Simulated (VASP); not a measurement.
Cu, 1 atom in the cell. Symmetry: Fm-3m, No. 225, cubic system. The conventional cell has a = 3.523 Å, b = 3.523 Å, c = 3.523 Å, α = 90.00°, β = 90.00°, γ = 90.00°. Cu (site symmetry m-3m) is surrounded by 12 Cu at 2.49 Å. 

- Program: VASP 6.6.1
- Task: relaxation of cell and atoms
- Functional: PBEsol
- Potentials or basis: VASP PAW PBE potentials, release 64 (Cu)
- Cutoff: 600 eV
- k mesh: 18 × 18 × 18
- Occupations: methfessel-paxton, width 0.1 eV
- Spin: no spin polarisation
- Target pressure: 7.3 GPa
- Further INCAR settings: ALGO = Normal; EDIFF = 1e-07; IBRION = 2; EDIFFG = -0.005; NSW = 90; ISIF = 3
- Target pressure: 7.3 GPa

Potentials or basis: VASP PAW PBE potentials, release 64 (Cu).

Launch:

```console
$ cat potpaw_PBE.64/Cu/POTCAR > POTCAR
$ mpirun -np 1 vasp_std > vasp.out
```

Hardware: 1 thread of Intel(R) Xeon(R) Platinum 8488C (Sapphire Rapids), on a shared host.

Problem. How long does it take, and how much memory?

Solution. Run time: 12 s on 1 thread of Intel(R) Xeon(R) Platinum 8488C (Sapphire Rapids) (shared host), peak memory 0.14 GiB. Counts: scf iterations 12, k points 195, ion steps 1.
